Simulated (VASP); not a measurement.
YB6, 7 atoms in the cell. It takes space group Pm-3m (No. 221, cubic). Conventional cell: a = 4.118 Å, b = 4.118 Å, c = 4.118 Å, α = 90.00°, β = 90.00°, γ = 90.00°. Y (site symmetry m-3m) has 24 B at 3.02 Å as nearest neighbours. B (site symmetry 4mm) is surrounded by 5 B at 1.64 to 1.75 Å.  The cell isn't the ideal one: a relaxed cell with its volume scaled by 1.03.

- Program: VASP 6.6.1
- Task: relaxation of the atoms
- Functional: PBEsol
- Potentials or basis: VASP PAW PBE potentials, release 64 (Y_sv, B)
- Cutoff: 700 eV
- k mesh: 10 × 10 × 10
- Occupations: gaussian, width 0.1 eV
- Spin: no spin polarisation
- Further INCAR settings: ALGO = Normal; EDIFF = 1e-07; IBRION = 2; EDIFFG = -0.002; NSW = 80

Potentials or basis: VASP PAW PBE potentials, release 64 (Y_sv, B).

The run is started by

```sh
$ cat potpaw_PBE.64/Y_sv/POTCAR potpaw_PBE.64/B/POTCAR > POTCAR
$ mpirun -np 8 vasp_std > vasp.out
```

Hardware: 8 MPI ranks on AMD EPYC 9R45 96-Core Processor (Zen 5), with other jobs on the host.

Problem. How long does it take, and how much memory?

Solution. Run time: 23 s on 8 MPI ranks on AMD EPYC 9R45 96-Core Processor (Zen 5), with other jobs on the host, peak memory 0.31 GiB a rank. Counts: scf iterations 30, k points 56, ion steps 3.
